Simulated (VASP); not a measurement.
Consider the following.

```
CELL_PARAMETERS angstrom
      1.25821    -2.17928     0.00000
      1.25821     2.17928     0.00000
      0.00000     0.00000     6.65770
ATOMIC_POSITIONS crystal
  C  0.00000 0.00000 0.25000
  C  0.00000 0.00000 0.75000
  C  0.33333 0.66667 0.25000
  C  0.66667 0.33333 0.75000
```

Calculation: vdW-DF-cx, VASP's PBE PAW potentials (set 64) (plane waves; VASP). Run with 520 eV cut-off, 10×10×4 Γ-centred mesh, Gaussian smearing of 0.050 eV, potentials C.

### Question
The ions and cell shape at fixed volume are relaxed. Predict the relaxed structure.

### Answer

```
CELL_PARAMETERS angstrom
      1.23527    -2.13955     0.00000
      1.23527     2.13955     0.00000
      0.00000     0.00000     6.90724
ATOMIC_POSITIONS crystal
  C  0.00000 0.00000 0.25000
  C  0.00000 0.00000 0.75000
  C  0.33333 0.66667 0.25000
  C  0.66667 0.33333 0.75000
```
Space group P6_3/mmc (194), at a tolerance of 0.03 Å.

### Question
How much energy does the relaxation gain?

### Answer
The energy (σ→0) changes by -23.4 meV/atom, in 3 ionic steps.

The compound is C in the graphite structure. This cell is one point of a volume scan, at 1.06 of the reference volume. Symmetry was kept, so distortions that lower it aren't found.
